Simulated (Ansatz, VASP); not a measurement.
# Two plane-wave programs on CdRe5Br

```
Cd Re Br
1.0
     4.13453    0.00000    0.00000
     0.00000    4.13453    0.00000
     0.00000    0.00000    6.71690
Cd Re Br
1 5 1
Cartesian
  2.0673 2.0673 0.0000
  0.0000 2.0673 1.9136
  0.0000 2.0673 4.8033
  2.0673 0.0000 1.9136
  2.0673 0.0000 4.8033
  0.0000 0.0000 0.0000
  0.0000 0.0000 3.3585
```

Change from the starting cell: species swapped into the HgPPt5 type (P4/mmm, No. 123).

Alike in both runs: functional PBE; k mesh 4 × 4 × 4; occupations gaussian, width 0.1 eV; no spin polarisation.

Ansatz relaxed the structure, and its values are those at the end. VASP's run is a single point on that final structure, the one shown.

|  | VASP | Ansatz |
| --- | --- | --- |
| version | VASP 6.6.1 | Ansatz 0.2.0 |
| potentials or method | VASP PAW PBE potentials, release 64 (Cd, Re, Br) | scalar-relativistic, plane waves, PAW |
| plane-wave cutoff (eV) | 520 | 420 |
| valence electrons in the cell | 54 | 102 |

|  | VASP | Ansatz | Ansatz less VASP |
| --- | --- | --- | --- |
| gap on the k mesh at the Fermi level (eV) | none | none | - |
| pressure (GPa) | 0.6 | 0.1 | -0.54 |
| rms of the force components (eV/Å) | 0.008 | 0.003 | -0.0045 |

A gap of «none» marks a metal or a gap that the smearing closes. The two sets of potentials don't hold the same shells in valence.

Caveats: the k mesh is coarse (spacing up to 0.38 Å⁻¹), so the values aren't converged. Spin-orbit coupling is left out, which matters for the levels of Re.
